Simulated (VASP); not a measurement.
Data:

```
CELL_PARAMETERS angstrom
      2.16846    -3.75588     0.00000
      2.16846     3.75588     0.00000
      0.00000     0.00000     7.06649
ATOMIC_POSITIONS crystal
  Cd 0.66667 0.33333 0.50001
  Cd 0.33333 0.66667 0.00709
  Se 0.66667 0.33333 0.87599
  Se 0.33333 0.66667 0.37599
```

Computed with r2SCAN meta-GGA, VASP's PBE PAW potentials (set 64) (plane waves; VASP 6.6.1). Numerical set-up: 480 eV cut-off, 6×6×4 Γ-centred mesh, Gaussian smearing of 0.050 eV, potentials Cd Se.

Question: What does the run give for the energy per atom (σ→0), largest force, band gap (on the k-mesh) with the smallest direct gap where there is one?

Answer: 
```yaml
band gap (on the k-mesh): 1.08 eV
smallest direct gap (on the k-mesh): 1.08 eV
energy per atom (σ→0): -17.955 eV/atom
largest_force: 0.329 eV/Å
```

Only differences to runs with the same potentials and settings are physical.

The compound is CdSe in the wurtzite structure. This cell was strained or had an atom moved on purpose.
